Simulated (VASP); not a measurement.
VASP runs on TiCo (CsCl type) share one base input (PBE GGA, plane waves, VASP's PBE PAW potentials (set 64)) and change the settings named in each case.

### INCAR
```
ALGO = Normal
EDIFF = 1E-6
ENCUT = 400
GGA = PE
ISIF = 2
ISMEAR = 1
LASPH = T
LCHARG = F
LMAXMIX = 4
LREAL = F
LWAVE = F
NELM = 100
PREC = Accurate
SIGMA = 0.1
SYSTEM = TiCo
```

File KPOINTS:
```
K-points
0
gamma
  11 11 11
```

**POSCAR**
```
TiCo
1
    3.0498000000     0.0000000000     0.0000000000
    0.0000000000     3.0498000000     0.0000000000
    0.0000000000     0.0000000000     3.0498000000
Ti Co
1 1
Direct
  0.0000000000   0.0000000000   0.0000000000
  0.5000000000   0.5000000000   0.5000000000
```

POTCAR, in this order: Ti_sv Co (PBE.64 set). Program: vasp_std.

| change | E(σ→0) (eV/atom) | −TS (eV) | electronic steps |
|---|---|---|---|
| base run | -7.7721 | 0.0000 | 16 |
| NBANDS = 11 | (withheld) | (withheld) | 27 |
| NBANDS = 12 | -7.7721 | 0.0000 | 15 |
| NBANDS = 18 | -7.7721 | 0.0000 | 16 |
| NBANDS = 28 | -7.7721 | 0.0000 | 15 |

Question: Some entries are withheld; supply them.

Answer: 
- NBANDS = 11, E(σ→0) (eV/atom): -7.7551
- NBANDS = 11, −TS (eV): 0.0011

Left out are runs that ran out of time, are held back, or changed the cell or the kind of run, fixed moments of cells without a moment, rows past the twelfth, gaps on odd meshes, pressures of charged cells and columns that move by less than the noise.

The compound is TiCo in the CsCl type structure. The cell was not relaxed at this level. The run is not spin-polarised, so no magnetic state was tried. The electron count is odd and the run is not spin-polarised, which forces a metal.
